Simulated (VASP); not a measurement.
# YBRh3: structure and properties in VASP, part 2 of 5

What structure does YBRh3 take at this level, and what are its properties? The start is a cell from a database of measured crystal structures.

VASP 6.6.1; rev-vdW-DF2; plane waves and PAW (Y_sv, B, Rh_pv).

Still holding for the runs below: This run has no spin polarisation. Its electron count is odd, so without a moment it is a metal by construction. The k-mesh is coarse for a metal.

So far. Step 2 (Full relaxation (rev-vdW-DF2)): It ends with forces that vanish by symmetry and a pressure of 0.02 GPa. The volume lies +0.7 % from that of the database's start.

**3. Density, ELF and potential (rev-vdW-DF2)**

A single point on the relaxed cell gives a clean self-consistent state, with density, ELF and potential written out.

File INCAR:

```
SYSTEM = YBRh3
PREC = Accurate
ENCUT = 420
EDIFF = 1E-06
NELM = 100
ISMEAR = 1
SIGMA = 0.2
LREAL = .FALSE.
ALGO = Normal
GGA = MK
AGGAC = 0
LUSE_VDW = .TRUE.
PARAM1 = 0.1234
PARAM2 = 0.711357
ZAB_VDW = -1.8867
LASPH = .TRUE.
NBANDS = 36
LORBIT = 11
LWAVE = .FALSE.
LCHARG = .TRUE.
ISIF = 2
LELF = .TRUE.
LVHAR = .TRUE.
```

File POSCAR:

```
YBRh3
1.0
    4.1735069167      0.0000000000      0.0000000000
    0.0000000000      4.1735069167      0.0000000000
    0.0000000000      0.0000000000      4.1735069167
Y B Rh
1 1 3
Direct
    0.0000000000      0.0000000000      0.0000000000
    0.5000000000      0.5000000000      0.5000000000
    0.0000000000      0.5000000000      0.5000000000
    0.5000000000      0.0000000000      0.5000000000
    0.5000000000      0.5000000000      0.0000000000
```

File KPOINTS:

```
Automatic mesh
0
Gamma
5 5 5
0 0 0
```

PAW data sets: Y_sv, B and Rh_pv (PBE family, release 64).

The run is started by

```console
mpirun -np 4 vasp_std
```

Log:

```text
[banner, memory and clock lines left out]
running    4 mpi-ranks, on    1 nodes
 distrk:  each k-point on    4 cores,    1 groups
 distr:  one band on    1 cores,    4 groups

 POSCAR found type information on POSCAR Y B Rh
 POSCAR found :  3 types and       5 ions
 [... a notice as in an earlier step ...]

 [... a notice as in an earlier step ...]

 LDA part: xc-table for (Slater+PW92), standard interpolation
 POSCAR, INCAR and KPOINTS ok, starting setup
 FFT: planning ... GRIDC
 FFT: planning ... GRID_SOFT
 FFT: planning ... GRID
 WAVECAR not read
 entering main loop
       N       E                     dE             d eps       ncg     rms          rms(c)
DAV:   1     0.588615683578E+03    0.58862E+03   -0.31618E+04   728   0.152E+03
DAV:   2    -0.513964846711E+01   -0.59376E+03   -0.58186E+03   756   0.482E+02
DAV:   3    -0.296877737653E+02   -0.24548E+02   -0.23875E+02   876   0.926E+01
DAV:   4    -0.305546897988E+02   -0.86692E+00   -0.86466E+00  1000   0.140E+01
DAV:   5    -0.305732869708E+02   -0.18597E-01   -0.18588E-01   868   0.180E+00    0.435E+01
DAV:   6    -0.280512192177E+02    0.25221E+01   -0.15336E+01   800   0.232E+01    0.186E+01
DAV:   7    -0.278309847973E+02    0.22023E+00   -0.38636E+00   868   0.112E+01    0.166E+01
DAV:   8    -0.277023888979E+02    0.12860E+00   -0.78048E-01   832   0.533E+00    0.422E+00
DAV:   9    -0.277023935638E+02   -0.46659E-05   -0.37277E-02   896   0.929E-01    0.732E-01
DAV:  10    -0.277006619626E+02    0.17316E-02   -0.72197E-03   824   0.503E-01    0.276E-01
DAV:  11    -0.277006727728E+02   -0.10810E-04   -0.15321E-03   968   0.201E-01    0.244E-01
DAV:  12    -0.277006451842E+02    0.27589E-04   -0.18845E-04   780   0.777E-02    0.411E-02
DAV:  13    -0.277006464176E+02   -0.12334E-05   -0.10857E-05   844   0.145E-02    0.555E-03
DAV:  14    -0.277006464615E+02   -0.43900E-07   -0.82269E-07   448   0.607E-03
   1 F= -.27700646E+02 E0= -.27699458E+02  d E =-.356587E-02
```

The job ended after 9.4 s (4 MPI ranks of Intel Xeon 6975P-C (Granite Rapids), shared host; peak memory 0.82 GiB; 33 s of CPU time).

Parts of OUTCAR (step 3):

```text
  LATTYP: Found a simple cubic cell.
 ALAT       =     4.1735069167

The static configuration has the point symmetry O_h .

 Found     10 irreducible k-points:

   ENCUT  =  420.0 eV  30.87 Ry    5.56 a.u.   6.97  6.97  6.97*2*pi/ulx,y,z

   NELECT =      59.0000    total number of electrons

 E-fermi :   8.2604

 k-point     1 :       0.0000    0.0000    0.0000
  band No.  band energies     occupation
    ...
     24       7.0565      2.00000
     25       7.0565      2.00000
     26       7.6901      2.00042
     27       7.6901      2.00042
     28       7.6901      2.00042
     29       8.5894     -0.04199
     30       8.6034     -0.03579
     31       8.6034     -0.03579
     32       8.6034     -0.03579
     33      12.0823     -0.00000
    ...

 k-point     2 :       0.2000    0.0000    0.0000
  band No.  band energies     occupation
    ...
     25       6.9646      2.00000
     26       6.9646      2.00000
     27       7.0690      2.00000
     28       7.9028      2.02981
     29       8.3099      0.59499
     30       8.6040     -0.03553
     31       9.5175     -0.00000
     32       9.5175     -0.00000
     33      11.9209     -0.00000
     34      12.5208      0.00000
    ...

Total vdW correction in eV:      7.7724186

  Total        0.0060509      0.0060509      0.0060509     -0.0000000      0.0000000     -0.0000000
  in kB        0.1333614      0.1333614      0.1333614     -0.0000000      0.0000000     -0.0000000
  external PRESSURE =       0.1333614 kB  Pullay stress =       0.0000000 kB

  energy-cutoff  :      420.00
  volume of cell :       72.69
      direct lattice vectors                 reciprocal lattice vectors
     4.173506917  0.000000000  0.000000000     0.239606647  0.000000000  0.000000000
     0.000000000  4.173506917  0.000000000     0.000000000  0.239606647  0.000000000
     0.000000000  0.000000000  4.173506917     0.000000000  0.000000000  0.239606647

 POSITION                                       TOTAL-FORCE (eV/Angst)
 -----------------------------------------------------------------------------------
      0.00000      0.00000      0.00000         0.000000      0.000000      0.000000
      2.08675      2.08675      2.08675         0.000000      0.000000      0.000000
      0.00000      2.08675      2.08675         0.000000      0.000000      0.000000
      2.08675      0.00000      2.08675         0.000000      0.000000      0.000000
      2.08675      2.08675      0.00000         0.000000      0.000000      0.000000
 -----------------------------------------------------------------------------------
    total drift:                                0.000000      0.000000      0.000000

  FREE ENERGIE OF THE ION-ELECTRON SYSTEM (eV)
  ---------------------------------------------------
  free  energy   TOTEN  =       -27.7006464615 eV

  energy  without entropy=      -27.6970805889  energy(sigma->0) =      -27.69945784

Total vdW correction in eV:      7.7724236

[... 5 parts as in an earlier step ...]

[... 6 further parts left out ...]
```

This step gave:

```
SCF cycles : 14
pressure   : 0.01334 GPa
```

Valence electrons inside each PAW sphere by angular momentum. Sphere charges, by row:

| atom | s (e) | p (e) | d (e) | f (e) | tot (e) |
| --- | --- | --- | --- | --- | --- |
| Y1 | 2.259 | 6.436 | 1.038 | 0.073 | 9.805 |
| B2 | 0.754 | 1.156 | 0 | 0 | 1.909 |
| Rh3 | 0.379 | 6.279 | 7.267 | 0 | 13.93 |
| Rh4 | 0.379 | 6.279 | 7.267 | 0 | 13.93 |
| Rh5 | 0.379 | 6.279 | 7.267 | 0 | 13.93 |

Valence density in the ac plane at fractional y = 0.500, with atoms of B and Rh within 0.2 Å of it. It is the smooth field of the valence electrons, not physical close to the nuclei.

Values in e/Å³, 14 rows by 14 columns, each cell a mean:
```
0.1 0.1 0.2 0.3 1.3 3.9 7.4 8.3 6.3 3.1 0.7 0.3 0.2 0.1
0.2 0.2 0.2 0.3 0.8 2.1 4.4 5.1 3.5 1.6 0.5 0.3 0.2 0.2
0.3 0.3 0.3 0.3 0.4 0.7 1.3 1.5 1.0 0.6 0.3 0.3 0.3 0.3
0.8 0.7 0.4 0.3 0.3 0.5 0.6 0.7 0.6 0.4 0.3 0.3 0.5 0.7
3.8 2.7 1.1 0.5 0.4 0.5 0.6 0.7 0.6 0.5 0.4 0.6 1.6 3.1
7.3 5.6 2.3 0.8 0.5 0.6 0.7 0.7 0.7 0.6 0.6 1.0 3.5 6.3
9.3 7.6 3.4 1.2 0.6 0.7 0.6 0.4 0.7 0.7 0.7 1.5 5.1 8.3
8.5 6.8 2.9 1.0 0.6 0.7 0.6 0.6 0.7 0.6 0.6 1.3 4.4 7.4
4.7 3.4 1.3 0.6 0.5 0.5 0.7 0.7 0.6 0.5 0.5 0.7 2.1 3.9
1.6 1.2 0.6 0.4 0.4 0.5 0.6 0.6 0.5 0.4 0.3 0.4 0.8 1.3
0.4 0.3 0.3 0.3 0.4 0.6 1.0 1.2 0.8 0.5 0.3 0.3 0.3 0.3
0.2 0.2 0.2 0.3 0.6 1.3 2.9 3.4 2.3 1.1 0.4 0.3 0.2 0.2
0.1 0.1 0.2 0.3 1.2 3.4 6.8 7.6 5.6 2.7 0.7 0.3 0.2 0.1
0.1 0.1 0.2 0.4 1.6 4.7 8.5 9.3 7.3 3.8 0.8 0.3 0.2 0.1
```
Columns run along a (4.2 Å), rows up along c (4.2 Å). Atoms in or near the plane, at fractional coordinates: B at (0.50, 0.50), Rh at (0.00, 0.50), Rh at (0.50, 0.00).

ELF in the ac plane at fractional y = 0.500, with atoms of B and Rh within 0.2 Å of it. It is the smooth field of the valence electrons, not physical close to the nuclei.

Ten even steps from '0' (0.01) to '9' (0.60), each cell a mean:
```
44445621464444
44444565654444
44444456544444
54345566655444
66447999995456
35648964796564
02658820496651
13658932696562
66547998995456
65346788875445
44444455444444
44443566643444
44445632564444
34446610365444
```
Columns run along a (4.2 Å), rows up along c (4.2 Å). Atoms in or near the plane, at fractional coordinates: B at (0.50, 0.50), Rh at (0.00, 0.50), Rh at (0.50, 0.00).

Electrostatic potential energy in the ac plane at fractional y = 0.500, with atoms of B and Rh within 0.2 Å of it. With pseudopotentials it is smooth inside the atoms' cores, unlike the true potential.

Ten even steps from '_' (-67 eV) to '@' (3 eV), each cell a mean:
```
@@@@@@@@**::____..--##@@@@@@
@@@@@@@@##==::..--++%%@@@@@@
@@@@@@@@@@%%**++**%%@@@@@@@@
##%%@@@@@@@@%%%%%%@@@@@@%%##
--==**%%@@%%##**##%%@@%%++--
__..==##%%##++**++##%%**--..
____--**%%++##@@****%%++..__
____--##%%****##++##%%**::__
::--**%%@@%%**++##%%@@%%==::
++**%%@@@@@@%%%%%%@@@@@@##**
@@@@@@@@@@%%##**##%%@@@@@@@@
@@@@@@@@%%**----==**@@@@@@@@
@@@@@@@@**--____..==%%@@@@@@
@@@@@@@@++::______--##@@@@@@
```
Columns run along a (4.2 Å; values clipped at the 3rd and 97th percentile), rows up along c (4.2 Å). Atoms in or near the plane, at fractional coordinates: B at (0.50, 0.50), Rh at (0.00, 0.50), Rh at (0.50, 0.00).

In this run the pressure is 0.01 GPa, small enough to go on.

**4. Band structure (rev-vdW-DF2)**

The mesh alone shows little of the dispersion and can miss band extrema, so KPOINTS_OPT adds a path through the symmetry points after the self-consistent cycle.

INCAR, as its differences from that of step 3:

```diff
@@ -16,8 +16,6 @@
 LASPH = .TRUE.
-NBANDS = 36
+NBANDS = 45
 LORBIT = 11
 LWAVE = .FALSE.
-LCHARG = .TRUE.
-ISIF = 2
-LELF = .TRUE.
-LVHAR = .TRUE.
+LCHARG = .FALSE.
+KPAR = 4
```

POSCAR is that of step 3.

KPOINTS is that of step 3.

File KPOINTS_OPT:

```
Line mode
16
Line-mode
Reciprocal
  0.00000000   0.00000000   0.00000000 GAMMA
  0.00000000   0.50000000   0.00000000 X

  0.00000000   0.50000000   0.00000000 X
  0.50000000   0.50000000   0.00000000 M

  0.50000000   0.50000000   0.00000000 M
  0.00000000   0.00000000   0.00000000 GAMMA

  0.00000000   0.00000000   0.00000000 GAMMA
  0.50000000   0.50000000   0.50000000 R

  0.50000000   0.50000000   0.50000000 R
  0.00000000   0.50000000   0.00000000 X

  0.50000000   0.50000000   0.00000000 M
  0.50000000   0.50000000   0.50000000 R
```

The run is started by

```console
mpirun -np 4 vasp_std
```

Log:

```text
[banner, memory and clock lines left out]
running    4 mpi-ranks, on    1 nodes
 distrk:  each k-point on    1 cores,    4 groups
 distr:  one band on    1 cores,    1 groups

 POSCAR found type information on POSCAR Y B Rh
 POSCAR found :  3 types and       5 ions
 [... a notice as in an earlier step ...]

 [... a notice as in an earlier step ...]

 LDA part: xc-table for (Slater+PW92), standard interpolation
 POSCAR, INCAR and KPOINTS ok, starting setup
 FFT: planning ... GRIDC
 FFT: planning ... GRID_SOFT
 FFT: planning ... GRID
 WAVECAR not read
 entering main loop
       N       E                     dE             d eps       ncg     rms          rms(c)
DAV:   1     0.599337145552E+03    0.59934E+03   -0.30250E+04   900   0.121E+03
DAV:   2    -0.724678504268E+01   -0.60658E+03   -0.58270E+03   982   0.412E+02
DAV:   3    -0.299210695527E+02   -0.22674E+02   -0.22260E+02  1081   0.821E+01
DAV:   4    -0.305676899722E+02   -0.64662E+00   -0.64346E+00  1249   0.106E+01
DAV:   5    -0.305738337149E+02   -0.61437E-02   -0.61431E-02  1025   0.104E+00    0.435E+01
DAV:   6    -0.280390045269E+02    0.25348E+01   -0.82229E+00  1016   0.185E+01    0.185E+01
DAV:   7    -0.278433116089E+02    0.19569E+00   -0.25387E+00  1044   0.937E+00    0.164E+01
DAV:   8    -0.277026679078E+02    0.14064E+00   -0.55537E-01  1111   0.435E+00    0.446E+00
DAV:   9    -0.277026138098E+02    0.54098E-04   -0.16317E-02  1046   0.654E-01    0.758E-01
DAV:  10    -0.277006393867E+02    0.19744E-02   -0.53956E-03  1044   0.378E-01    0.246E-01
DAV:  11    -0.277006583999E+02   -0.19013E-04   -0.67199E-04  1073   0.128E-01    0.186E-01
DAV:  12    -0.277006462655E+02    0.12134E-04   -0.40000E-05   985   0.351E-02    0.379E-02
DAV:  13    -0.277006464205E+02   -0.15506E-06   -0.27174E-06   974   0.708E-03
   1 F= -.27700646E+02 E0= -.27699459E+02  d E =-.356235E-02
 Start KPOINTS_OPT (optional k-point list driver)
k-point batch [1-10\96]
       N       E                     dE             ncg
DAV:   1    -0.425052406487E+03   -0.35580E+04      908
DAV:   2    -0.627795583906E+04   -0.58529E+04      958
DAV:   3    -0.649094848679E+04   -0.21299E+03     1026
DAV:   4    -0.649767289657E+04   -0.67244E+01     1151
DAV:   5    -0.649779728394E+04   -0.12439E+00     1003
DAV:   6    -0.649780173342E+04   -0.44495E-02     1182
DAV:   7    -0.649780185695E+04   -0.12353E-03      973
DAV:   8    -0.649780186262E+04   -0.56653E-05      849
DAV:   9    -0.649780186288E+04   -0.26329E-06      596
[...]
k-point batch [91-96\96]
       N       E                     dE             ncg
DAV:   1     0.733026419673E+04   -0.11736E+05      548
DAV:   2     0.373322080588E+04   -0.35970E+04      592
DAV:   3     0.360660626774E+04   -0.12661E+03      672
DAV:   4     0.360404056951E+04   -0.25657E+01      593
DAV:   5     0.360398717904E+04   -0.53390E-01      606
DAV:   6     0.360398602461E+04   -0.11544E-02      627
DAV:   7     0.360398598934E+04   -0.35271E-04      654
DAV:   8     0.360398598832E+04   -0.10234E-05      475
DAV:   9     0.360398598826E+04   -0.57376E-07      350
```

The job ended after 33 s (4 MPI ranks; peak memory 1.3 GiB).

Parts of OUTCAR (step 4):

```text
The static configuration has the point symmetry O_h .

 Found     10 irreducible k-points:

   k-points           NKPTS =     10   k-points in BZ     NKDIM =     10   number of bands    NBANDS=     45

   NELECT =      59.0000    total number of electrons

 E-fermi :   8.2601

 k-point     1 :       0.0000    0.0000    0.0000
  band No.  band energies     occupation
    ...
     24       7.0562      2.00000
     25       7.0562      2.00000
     26       7.6900      2.00042
     27       7.6900      2.00042
     28       7.6900      2.00042
     29       8.5892     -0.04197
     30       8.6031     -0.03581
     31       8.6031     -0.03581
     32       8.6031     -0.03581
     33      12.0820     -0.00000
    ...

 k-point     2 :       0.2000    0.0000    0.0000
  band No.  band energies     occupation
    ...
     25       6.9644      2.00000
     26       6.9644      2.00000
     27       7.0687      2.00000
     28       7.9026      2.02984
     29       8.3097      0.59455
     30       8.6037     -0.03555
     31       9.5173     -0.00000
     32       9.5173     -0.00000
     33      11.9207     -0.00000
     34      12.5206      0.00000
    ...

Total vdW correction in eV:      7.7725208

  Total        0.0289854      0.0289854      0.0289854      0.0000000     -0.0000000      0.0000000
  in kB        0.6388311      0.6388311      0.6388311      0.0000000     -0.0000000      0.0000000
  external PRESSURE =       0.6388311 kB  Pullay stress =       0.0000000 kB

  FREE ENERGIE OF THE ION-ELECTRON SYSTEM (eV)
  ---------------------------------------------------
  free  energy   TOTEN  =       -27.7006464205 eV

  energy  without entropy=      -27.6970840681  energy(sigma->0) =      -27.69945897

Total vdW correction in eV:      7.7724167

[... 9 parts as in an earlier step ...]

[... 5 further parts left out ...]
```

Spin-orbit coupling is off here; it would split degenerate levels.

Numbers from this step:

* SCF cycles: 13
* bands: 45
* pressure: 0.06388 GPa

Electronic bands along the path, in eV, zero at the Fermi level; # counts the bands kept, so #1 is VASP's band 14:

| point | #13 | #14 | #15 | #16 | #17 | #18 | #19 | #20 |
| --- | --- | --- | --- | --- | --- | --- | --- | --- |
| Γ | -0.57 | -0.57 | -0.57 | 0.33 | 0.34 | 0.34 | 0.34 | 3.82 |
| 0.47 of the way | -1.33 | -1.19 | -0.46 | -0.05 | 0.34 | 1.43 | 1.43 | 3.61 |
| X | -1.31 | -1.11 | -1.11 | -0.68 | 0.35 | 1.94 | 1.94 | 3.32 |
| 0.47 of the way | -1.65 | -1.03 | -0.99 | -0.77 | -0.38 | 1.64 | 2.68 | 2.82 |
| M | -2.16 | -1.34 | -1.08 | -0.83 | -0.45 | 1.62 | 1.62 | 3.22 |
| 0.53 of the way | -1.38 | -1.27 | -0.67 | -0.30 | -0.12 | 1.43 | 2.29 | 3.24 |
| Γ | -0.57 | -0.57 | -0.57 | 0.33 | 0.34 | 0.34 | 0.34 | 3.82 |
| 0.53 of the way | -1.34 | -1.20 | -1.20 | -0.82 | 0.24 | 1.84 | 1.84 | 3.05 |
| R | -1.21 | 0.18 | 0.18 | 0.18 | 1.66 | 1.66 | 1.66 | 2.28 |
| 0.53 of the way | -1.60 | -1.43 | -1.19 | -0.77 | -0.03 | 1.80 | 2.22 | 2.73 |
| X | -1.31 | -1.11 | -1.11 | -0.68 | 0.35 | 1.94 | 1.94 | 3.32 |
| jump to M | -2.16 | -1.34 | -1.08 | -0.83 | -0.45 | 1.62 | 1.62 | 3.22 |
| 0.53 of the way | -1.05 | -0.97 | -0.97 | -0.21 | 0.52 | 1.59 | 1.59 | 2.39 |
| R | -1.21 | 0.18 | 0.18 | 0.18 | 1.66 | 1.66 | 1.66 | 2.28 |

Of the projections kept (Y, B, Rh), the largest for each band there; the rest of the weight can lie on other orbitals:

| point | #13 | #14 | #15 | #16 | #17 | #18 | #19 | #20 |
| --- | --- | --- | --- | --- | --- | --- | --- | --- |
| Γ | B 0.52 | B 0.52 | B 0.52 | Rh 1.00 | Rh 1.00 | Rh 1.00 | Rh 1.00 | Rh 0.52 |
| X | Rh 0.99 | Rh 0.97 | Rh 0.97 | Rh 1.00 | Rh 1.00 | Rh 0.61 | Rh 0.61 | Y 0.55 |
| M | Rh 0.77 | Rh 1.00 | Rh 1.00 | Rh 0.98 | Y 0.55 | Rh 0.88 | Rh 0.88 | Y 0.73 |
| Γ | B 0.52 | B 0.52 | B 0.52 | Rh 1.00 | Rh 1.00 | Rh 1.00 | Rh 1.00 | Rh 0.52 |
| R | Rh 0.91 | Rh 1.00 | Rh 1.00 | Rh 1.00 | Y 0.58 | Y 0.58 | Y 0.58 | Rh 0.74 |
| X | Rh 0.99 | Rh 0.97 | Rh 0.97 | Rh 1.00 | Rh 1.00 | Rh 0.61 | Rh 0.61 | Y 0.55 |

There is no gap at this level.

[end of part 2 of 5]

[Lines on the potential files, build, host, timing and source positions are cut from VASP's logs without a mark.]

[Logs are printed without paths, hosts, clocks, repeated set-up lines and the standing remarks that a program may print on its own settings, such as how far it seeks lower states.]

[Hosts, paths, dates, database ids (printed as entryN), source tags and the programs' standing remarks are cut or masked in the printed files.]

[A measured line is paired with the nearest computed mode of its activity, which favours agreement.]
